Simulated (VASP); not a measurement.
# TaRu: formation energy of a point defect, part 2 of 3

Aim: the formation energy and local structure of a point defect in TaRu. The start is a cell from a database of measured crystal structures.

VASP 6.6.1, plane waves and PAW; the level of theory is named at each step.

So far. Step 2 (Relaxing the host crystal): The run ended after 5 ionic steps, 0.006 eV below its first step, once forces and stress met EDIFFG = -0.02.

## 3. The perfect supercell

Level of this step: r2SCAN; plane waves and PAW (Ta, Ru) (VASP).

System of this step: TaRu. The structure is tetragonal, space group P4/mmm (No. 123). The conventional cell has a = 3.049 Å, b = 3.049 Å, c = 3.347 Å, α = 90.00°, β = 90.00°, γ = 90.00°. Ta has 8 Ru at 2.73 Å and 4 Ta at 3.05 Å nearest. Nearest to Ru lie 8 Ta at 2.73 Å and 4 Ru at 3.05 Å. Farther neighbours are not listed.

The same cell, mesh and cutoff without the defect give the energy to subtract and, in a gapped host, the band edges to count from, so that most errors cancel.

File INCAR:

```
SYSTEM = TaRu
PREC = Normal
ENCUT = 300
EDIFF = 1E-05
NELM = 120
ISMEAR = 1
SIGMA = 0.2
LREAL = Auto
ALGO = Normal
METAGGA = R2SCAN
LASPH = .TRUE.
LORBIT = 11
LWAVE = .FALSE.
LCHARG = .FALSE.
NCORE = 4
```

File POSCAR:

```
TaRu
1.0
    0.0000000000      6.0984930392      6.6945278312
    6.0984930392      0.0000000000      6.6945278312
    6.0984930392      6.0984930392      0.0000000000
Ta Ru
16 16
Direct
    0.1250000000      0.1250000000      0.1250000000
    0.6250000000      0.1250000000      0.1250000000
    0.1250000000      0.6250000000      0.1250000000
    0.1250000000      0.1250000000      0.6250000000
    0.3750000000      0.3750000000      0.3750000000
    0.6250000000      0.6250000000      0.1250000000
    0.6250000000      0.1250000000      0.6250000000
    0.8750000000      0.3750000000      0.3750000000
    0.1250000000      0.6250000000      0.6250000000
    0.3750000000      0.8750000000      0.3750000000
    0.3750000000      0.3750000000      0.8750000000
    0.6250000000      0.6250000000      0.6250000000
    0.8750000000      0.8750000000      0.3750000000
    0.8750000000      0.3750000000      0.8750000000
    0.3750000000      0.8750000000      0.8750000000
    0.8750000000      0.8750000000      0.8750000000
    0.0000000000      0.0000000000      0.0000000000
    0.5000000000      0.0000000000      0.0000000000
    0.0000000000      0.5000000000      0.0000000000
    0.0000000000      0.0000000000      0.5000000000
    0.2500000000      0.2500000000      0.2500000000
    0.5000000000      0.5000000000      0.0000000000
    0.5000000000      0.0000000000      0.5000000000
    0.7500000000      0.2500000000      0.2500000000
    0.0000000000      0.5000000000      0.5000000000
    0.2500000000      0.7500000000      0.2500000000
    0.2500000000      0.2500000000      0.7500000000
    0.5000000000      0.5000000000      0.5000000000
    0.7500000000      0.7500000000      0.2500000000
    0.7500000000      0.2500000000      0.7500000000
    0.2500000000      0.7500000000      0.7500000000
    0.7500000000      0.7500000000      0.7500000000
```

File KPOINTS:

```
Automatic mesh
0
Gamma
5 5 5
0 0 0
```

PAW data sets: Ta and Ru (PBE family, release 64).

Run with:

```bash
$ mpirun -np 4 vasp_std
```

The program printed:

```text
[banner, memory and clock lines left out]
running    4 mpi-ranks, on    1 nodes
 distrk:  each k-point on    4 cores,    1 groups
 distr:  one band on    4 cores,    1 groups

 POSCAR found type information on POSCAR TaRu
 POSCAR found :  2 types and      32 ions
 [... a notice as in an earlier step ...]

 LDA part: xc-table for (None), standard interpolation
 POSCAR, INCAR and KPOINTS ok, starting setup
 FFT: planning ... GRIDC
 FFT: planning ... GRID_SOFT
 FFT: planning ... GRID
 WAVECAR not read
 entering main loop
       N       E                     dE             d eps       ncg     rms          rms(c)
DAV:   1    -0.181051213363E+03   -0.18105E+03   -0.69134E+04  4568   0.102E+03
DAV:   2    -0.112647646944E+04   -0.94543E+03   -0.89684E+03  4736   0.246E+02
DAV:   3    -0.122129030281E+04   -0.94814E+02   -0.92019E+02  6960   0.604E+01
DAV:   4    -0.122600675276E+04   -0.47164E+01   -0.44803E+01  6344   0.137E+01
DAV:   5    -0.122637116665E+04   -0.36441E+00   -0.34552E+00  6944   0.306E+00    0.713E+01
DAV:   6    -0.120025917326E+04    0.26112E+02   -0.35607E+01  5308   0.204E+01    0.314E+01
DAV:   7    -0.120087336597E+04   -0.61419E+00   -0.55250E+01  6432   0.158E+01    0.204E+01
DAV:   8    -0.119614079332E+04    0.47326E+01   -0.32816E+01  6332   0.147E+01    0.296E+00
DAV:   9    -0.119628661108E+04   -0.14582E+00   -0.10834E+00  5976   0.272E+00    0.116E+00
DAV:  10    -0.119629651226E+04   -0.99012E-02   -0.10603E-01  6444   0.758E-01    0.735E-01
DAV:  11    -0.119629615333E+04    0.35894E-03   -0.11335E-02  5728   0.307E-01    0.283E-01
DAV:  12    -0.119629622293E+04   -0.69603E-04   -0.18590E-03  6648   0.970E-02    0.831E-02
DAV:  13    -0.119629606307E+04    0.15986E-03   -0.41365E-04  6560   0.439E-02    0.158E-02
DAV:  14    -0.119629607333E+04   -0.10268E-04   -0.34995E-05  4480   0.152E-02    0.523E-03
DAV:  15    -0.119629607578E+04   -0.24436E-05   -0.27082E-06  3288   0.509E-03
   1 F= -.11962961E+04 E0= -.11962987E+04  d E =0.776903E-02
```

The job ended after 18 min (4 MPI ranks of AMD EPYC 7R43, shared host; peak memory 0.76 GiB).

Parts of OUTCAR (step 3):

```text
  LATTYP: Found a body centered tetragonal cell.
 ALAT       =     8.6245715661
 C/A-ratio  =     1.5524313944

The static configuration has the point symmetry D_4h.

 Found     18 irreducible k-points:

   k-points           NKPTS =     18   k-points in BZ     NKDIM =     18   number of bands    NBANDS=    124

   dimension x,y,z NGX =    40 NGY =   40 NGZ =   40
   dimension x,y,z NGXF=    80 NGYF=   80 NGZF=   80

   ENCUT  =  300.0 eV  22.05 Ry    4.70 a.u.  12.79 12.79 12.18*2*pi/ulx,y,z

   NELECT =     208.0000    total number of electrons

 E-fermi :   9.5896

 k-point     1 :       0.0000    0.0000    0.0000
  band No.  band energies     occupation
    ...
     94       8.7775      2.00000
     95       8.7775      2.00000
     96       8.8691      2.00000
     97       8.8691      2.00000
     98       9.2488      2.03674
     99       9.7080      0.16724
    100       9.8504     -0.06918
    101       9.8952     -0.05278
    102       9.9743     -0.02032
    103       9.9743     -0.02032
    ...

 k-point     2 :       0.2000   -0.0000    0.0000
  band No.  band energies     occupation
    ...
     98       9.2534      2.03875
     99       9.2906      2.05576
    100       9.2906      2.05577
    101       9.3278      2.06898
    102       9.6192      0.75271
    103       9.8361     -0.07090
    104       9.8361     -0.07090
    105       9.9670     -0.02263
    106      10.0055     -0.01225
    107      10.1075     -0.00154
    ...

  Total       -2.5026052     -2.5026052      4.6571206      0.0000000      0.0000000      0.0000000
  in kB       -8.0520769     -8.0520769     14.9841825      0.0000000      0.0000000      0.0000000
  external PRESSURE =      -0.3733237 kB  Pullay stress =       0.0000000 kB

  energy-cutoff  :      300.00
  volume of cell :      497.96
      direct lattice vectors                 reciprocal lattice vectors
     0.000000000  6.098493039  6.694527831    -0.081987468  0.081987468  0.074687866
     6.098493039  0.000000000  6.694527831     0.081987468 -0.081987468  0.074687866
     6.098493039  6.098493039  0.000000000     0.081987468  0.081987468 -0.074687866

 POSITION                                       TOTAL-FORCE (eV/Angst)
 -----------------------------------------------------------------------------------
      1.52462      1.52462      1.67363         0.000000      0.000000     -0.000000
      1.52462      4.57387      5.02090        -0.000000     -0.000000     -0.000000
      4.57387      1.52462      5.02090         0.000000     -0.000000     -0.000000
      4.57387      4.57387      1.67363        -0.000000     -0.000000     -0.000000
      4.57387      4.57387      5.02090         0.000000      0.000000      0.000000
      4.57387      4.57387      8.36816         0.000000      0.000000      0.000000
      4.57387      7.62312      5.02090        -0.000000      0.000000      0.000000
      4.57387      7.62312      8.36816         0.000000     -0.000000      0.000000
      7.62312      4.57387      5.02090         0.000000     -0.000000     -0.000000
      7.62312      4.57387      8.36816        -0.000000     -0.000000      0.000000
      7.62312      7.62312      5.02090         0.000000      0.000000     -0.000000
      7.62312      7.62312      8.36816        -0.000000      0.000000      0.000000
      7.62312      7.62312     11.71542         0.000000      0.000000     -0.000000
      7.62312     10.67236      8.36816         0.000000     -0.000000      0.000000
     10.67236      7.62312      8.36816         0.000000     -0.000000      0.000000
     10.67236     10.67236     11.71542         0.000000     -0.000000      0.000000
      0.00000      0.00000      0.00000         0.000000      0.000000     -0.000000
      0.00000      3.04925      3.34726        -0.000000     -0.000000      0.000000
      3.04925      0.00000      3.34726         0.000000     -0.000000     -0.000000
      3.04925      3.04925      0.00000        -0.000000      0.000000      0.000000
      3.04925      3.04925      3.34726        -0.000000     -0.000000      0.000000
      3.04925      3.04925      6.69453         0.000000     -0.000000      0.000000
      3.04925      6.09849      3.34726        -0.000000      0.000000      0.000000
      3.04925      6.09849      6.69453        -0.000000     -0.000000     -0.000000
      6.09849      3.04925      3.34726         0.000000     -0.000000     -0.000000
      6.09849      3.04925      6.69453        -0.000000      0.000000      0.000000
      6.09849      6.09849      3.34726        -0.000000      0.000000     -0.000000
      6.09849      6.09849      6.69453        -0.000000     -0.000000     -0.000000
      6.09849      6.09849     10.04179         0.000000     -0.000000     -0.000000
      6.09849      9.14774      6.69453        -0.000000     -0.000000      0.000000
      9.14774      6.09849      6.69453         0.000000      0.000000      0.000000
      9.14774      9.14774     10.04179         0.000000      0.000000     -0.000000
 -----------------------------------------------------------------------------------
    total drift:                               -0.000000      0.000000      0.000000

  FREE ENERGIE OF THE ION-ELECTRON SYSTEM (eV)
  ---------------------------------------------------
  free  energy   TOTEN  =     -1196.2960757777 eV

  energy  without entropy=    -1196.3038448116  energy(sigma->0) =    -1196.29866546

 total charge
# of ion       s       p       d       tot
------------------------------------------
    1        0.707   0.867   3.223   4.798
    2        0.707   0.867   3.223   4.798
    3        0.707   0.867   3.223   4.798
    4        0.707   0.867   3.223   4.798
    5        0.707   0.867   3.223   4.798
    6        0.707   0.867   3.223   4.798
    7        0.707   0.867   3.223   4.798
    8        0.707   0.867   3.223   4.798
    9        0.707   0.867   3.223   4.798
   10        0.707   0.867   3.223   4.798
   11        0.707   0.867   3.223   4.798
   12        0.707   0.867   3.223   4.798
   13        0.707   0.867   3.223   4.798
   14        0.707   0.867   3.223   4.798
   15        0.707   0.867   3.223   4.798
   16        0.707   0.867   3.223   4.798
   17        0.645   0.764   6.711   8.120
   18        0.645   0.764   6.711   8.120
   19        0.645   0.764   6.711   8.120
   20        0.645   0.764   6.711   8.120
   21        0.645   0.764   6.711   8.120
   22        0.645   0.764   6.711   8.120
   23        0.645   0.764   6.711   8.120
   24        0.645   0.764   6.711   8.120
   25        0.645   0.764   6.711   8.120
   26        0.645   0.764   6.711   8.120
   27        0.645   0.764   6.711   8.120
   28        0.645   0.764   6.711   8.120
   29        0.645   0.764   6.711   8.120
   30        0.645   0.764   6.711   8.120
   31        0.645   0.764   6.711   8.120
   32        0.645   0.764   6.711   8.120
--------------------------------------------------
tot         21.627  26.109 158.947 206.684

[... 1 part as in an earlier step ...]

[... 7 further parts left out ...]
```

This step gave:

```yaml
electronic_cycles: 15
electrons: 208
free_energy_toten: -1196.2961 eV
energy_at_zero_smearing: -1196.2987 eV
fermi_energy: 9.590 eV
```

The host is treated as a metal, as its relaxation found a gap under 0.3 eV or none, and only the neutral defect is run.

## 4. Relaxing the atoms

This step: r2SCAN; plane waves and PAW (H) (VASP 6.6.1).

System of this step: H2. The cell holds 2 atoms: 2 H. Its edges and angles: a = 11.000 Å, b = 11.500 Å, c = 13.000 Å, α = 90.0°, β = 90.0°, γ = 90.0°. Vacuum lies along a, b and c.

The reference for H is the H2 molecule, relaxed in a box at the cutoff of the large cell.

File INCAR:

```
SYSTEM = H
PREC = Normal
ENCUT = 300
EDIFF = 1E-05
NELM = 120
ISMEAR = 0
SIGMA = 0.01
LREAL = Auto
ALGO = Normal
METAGGA = R2SCAN
LASPH = .TRUE.
NBANDS = 7
LORBIT = 11
LWAVE = .FALSE.
LCHARG = .FALSE.
NCORE = 4
IBRION = 2
NSW = 20
ISIF = 2
EDIFFG = -0.03
POTIM = 0.4
MAXMIX = 40
ISYM = 0
```

File POSCAR:

```
H
1.0
   11.0000000000      0.0000000000      0.0000000000
    0.0000000000     11.5000000000      0.0000000000
    0.0000000000      0.0000000000     13.0000000000
H
2
Direct
    0.5000000000      0.5000000000      0.4715384600
    0.5000000000      0.5000000000      0.5284615400
```

File KPOINTS:

```
Automatic mesh
0
Gamma
1 1 1
0 0 0
```

PAW data sets: H (PBE family, release 64).

Run with:

```bash
$ mpirun -np 4 vasp_gam
```

The program printed:

```text
[banner, memory and clock lines left out]
running    4 mpi-ranks, on    1 nodes
 distrk:  each k-point on    4 cores,    1 groups
 distr:  one band on    4 cores,    1 groups

 POSCAR found type information on POSCAR H
 POSCAR found :  1 types and       2 ions
|                                                                             |
|               ----> ADVICE to this user running VASP <----                  |
|                                                                             |
|     You have a (more or less) 'small supercell' and for smaller cells       |
|     it is recommended to use the reciprocal-space projection scheme!        |
|     The real-space optimization is not efficient for small cells and it     |
|     is also less accurate ...                                               |
|     Therefore, set LREAL=.FALSE. in the INCAR file.                         |
|                                                                             |

 [... a notice as in an earlier step ...]

 LDA part: xc-table for (None), standard interpolation
 POSCAR, INCAR and KPOINTS ok, starting setup
 FFT: planning ... GRIDC
 FFT: planning ... GRID_SOFT
 FFT: planning ... GRID
 WAVECAR not read
 entering main loop
       N       E                     dE             d eps       ncg     rms          rms(c)
DAV:   1    -0.323104873092E+01   -0.32310E+01   -0.48247E+02    21   0.948E+01
DAV:   2    -0.762394539327E+01   -0.43929E+01   -0.43929E+01    21   0.275E+01
DAV:   3    -0.763564616432E+01   -0.11701E-01   -0.11701E-01    28   0.192E+00
DAV:   4    -0.763564699172E+01   -0.82740E-06   -0.82740E-06    14   0.165E-02
DAV:   5    -0.763564699473E+01   -0.30185E-08   -0.30186E-08    14   0.109E-03    0.442E+00
DAV:   6    -0.711104282099E+01    0.52460E+00   -0.25534E-01    21   0.174E+00    0.243E+00
DAV:   7    -0.685331112789E+01    0.25773E+00   -0.21738E-01    21   0.164E+00    0.233E-01
DAV:   8    -0.685164653655E+01    0.16646E-02   -0.12176E-02    14   0.549E-01    0.169E-01
DAV:   9    -0.685912115019E+01   -0.74746E-02   -0.22722E-03    14   0.237E-01    0.330E-02
DAV:  10    -0.686137210937E+01   -0.22510E-02   -0.25699E-03    14   0.205E-01    0.213E-02
DAV:  11    -0.686071176463E+01    0.66034E-03   -0.94556E-05    21   0.566E-02    0.781E-03
DAV:  12    -0.686053038479E+01    0.18138E-03   -0.29135E-04    14   0.859E-02    0.667E-03
DAV:  13    -0.686083079674E+01   -0.30041E-03   -0.31636E-05    14   0.296E-02    0.431E-03
DAV:  14    -0.686094666583E+01   -0.11587E-03   -0.41896E-05    14   0.361E-02    0.181E-03
DAV:  15    -0.686103655742E+01   -0.89892E-04   -0.87341E-06    14   0.212E-02    0.201E-03
DAV:  16    -0.686104792268E+01   -0.11365E-04   -0.77773E-06    14   0.170E-02    0.547E-04
DAV:  17    -0.686105233852E+01   -0.44158E-05   -0.32600E-07    28   0.463E-03
   1 F= -.68610523E+01 E0= -.68610523E+01  d E =-.686105E+01
 curvature:   0.00 expect dE= 0.000E+00 dE for cont linesearch  0.000E+00
 trial: gam= 0.00000 g(F)=  0.341E-03 g(S)=  0.000E+00 ort = 0.000E+00 (trialstep = 0.100E+01)
 search vector abs. value=  0.341E-03
 bond charge predicted
       N       E                     dE             d eps       ncg     rms          rms(c)
DAV:   1    -0.686106894695E+01   -0.21024E-04   -0.77641E-03    14   0.480E-01    0.409E-02
DAV:   2    -0.686098107868E+01    0.87868E-04   -0.10359E-04    14   0.462E-02    0.673E-03
DAV:   3    -0.686093624249E+01    0.44836E-04   -0.16966E-05    14   0.289E-02    0.290E-03
DAV:   4    -0.686093791291E+01   -0.16704E-05   -0.15572E-06    14   0.958E-03
   2 F= -.68609379E+01 E0= -.68609379E+01  d E =0.114426E-03
 trial-energy change:    0.000114  1 .order    0.000120   -0.000341    0.000581
 step:   0.3699(harm=  0.3699)  dis= 0.00095  next Energy=    -6.861115 (dE=-0.631E-04)
 bond charge predicted
       N       E                     dE             d eps       ncg     rms          rms(c)
DAV:   1    -0.686114348905E+01   -0.20725E-03   -0.30858E-03    14   0.302E-01    0.257E-02
DAV:   2    -0.686111818478E+01    0.25304E-04   -0.42155E-05    14   0.373E-02    0.464E-04
DAV:   3    -0.686112577026E+01   -0.75855E-05   -0.61221E-07    14   0.671E-03
   3 F= -.68611258E+01 E0= -.68611258E+01  d E =-.734317E-04
 curvature:  -0.18 expect dE=-0.816E-07 dE for cont linesearch -0.108E-07
 trial: gam= 0.01438 g(F)=  0.441E-06 g(S)=  0.000E+00 ort =-0.446E-05 (trialstep = 0.874E+00)
 search vector abs. value=  0.383E-06
 reached required accuracy - stopping structural energy minimisation
```

Run time: 34 s. Hardware: 4 MPI ranks; peak memory 0.58 GiB.

From OUTCAR (step 4):

```text
 Found      1 irreducible k-points:

   k-points           NKPTS =      1   k-points in BZ     NKDIM =      1   number of bands    NBANDS=      7

   dimension x,y,z NGX =    48 NGY =   50 NGZ =   56
   dimension x,y,z NGXF=    96 NGYF=  100 NGZF=  112

   ENCUT  =  300.0 eV  22.05 Ry    4.70 a.u.  15.53 16.24 18.36*2*pi/ulx,y,z

   NELECT =       2.0000    total number of electrons

 E-fermi : -10.6975

 k-point     1 :       0.0000    0.0000    0.0000
  band No.  band energies     occupation
      1     -10.7684      2.00000
      2       0.0420      0.00000
      3       0.7440      0.00000
      4       0.9396      0.00000
      5       1.1178      0.00000
      6       1.1719      0.00000
    ...

  Total       -0.3458280     -0.3480897     -0.3382282     -0.0000027      0.0004192      0.0004935
  in kB       -0.3369278     -0.3391313     -0.3295236     -0.0000026      0.0004084      0.0004808
  external PRESSURE =      -0.3351942 kB  Pullay stress =       0.0000000 kB

  energy-cutoff  :      300.00
  volume of cell :     1644.50
      direct lattice vectors                 reciprocal lattice vectors
    11.000000000  0.000000000  0.000000000     0.090909091  0.000000000  0.000000000
     0.000000000 11.500000000  0.000000000     0.000000000  0.086956522  0.000000000
     0.000000000  0.000000000 13.000000000     0.000000000  0.000000000  0.076923077

 POSITION                                       TOTAL-FORCE (eV/Angst)
 -----------------------------------------------------------------------------------
      5.50002      5.75002      6.12905         0.001621      0.001483      0.000942
      5.49998      5.74998      6.87095        -0.001621     -0.001483     -0.000942
 -----------------------------------------------------------------------------------
    total drift:                               -0.000001     -0.000000      0.000004

  FREE ENERGIE OF THE ION-ELECTRON SYSTEM (eV)
  ---------------------------------------------------
  free  energy   TOTEN  =        -6.8611257703 eV

  energy  without entropy=       -6.8611257703  energy(sigma->0) =       -6.86112577

 total charge
# of ion       s       p       d       tot
------------------------------------------
    1        0.621   0.030   0.000   0.651
    2        0.621   0.030   0.000   0.651
--------------------------------------------------
tot          1.241   0.061   0.000   1.302

[... 1 part as in an earlier step ...]

[... 3 further parts left out ...]
```

CONTCAR:

```
H
   1.00000000000000
    11.0000000000000000    0.0000000000000000    0.0000000000000000
     0.0000000000000000   11.5000000000000000    0.0000000000000000
     0.0000000000000000    0.0000000000000000   13.0000000000000000
  H
     2
Direct
     0.5000020843711533    0.5000018221310407    0.4714654990891218
     0.4999979156288465    0.4999981778689593    0.5285345009108782
```

No atom moved by 0.005 Å in the relaxation.

Numbers from this step:

```yaml
electronic_cycles: 24
electrons: 2
free_energy_toten: -6.861 eV
gap_between_the_highest_filled_and_lowest_empty_level: 10.81 eV
```

The run ended after 3 ionic steps, 0.000 eV below its first step, once the forces on the free atoms met EDIFFG = -0.03.

Energy at zero smearing: -6.86113 eV.

(Continued in part 3 of 3.)

[Lines on the potential files, build, host, timing and source positions are cut from VASP's logs without a mark.]

[Logs are printed without paths, hosts, clocks, repeated set-up lines and the standing remarks that a program may print on its own settings, such as how far it seeks lower states.]

[Hosts, paths, dates, database ids (printed as entryN), source tags and the programs' standing remarks are cut or masked in the printed files.]

[In band tables of VASP the shares of atoms and orbitals are scaled to a sum of 1 inside the atoms' spheres.]

[Runs that stopped without an error message from VASP are left out.]
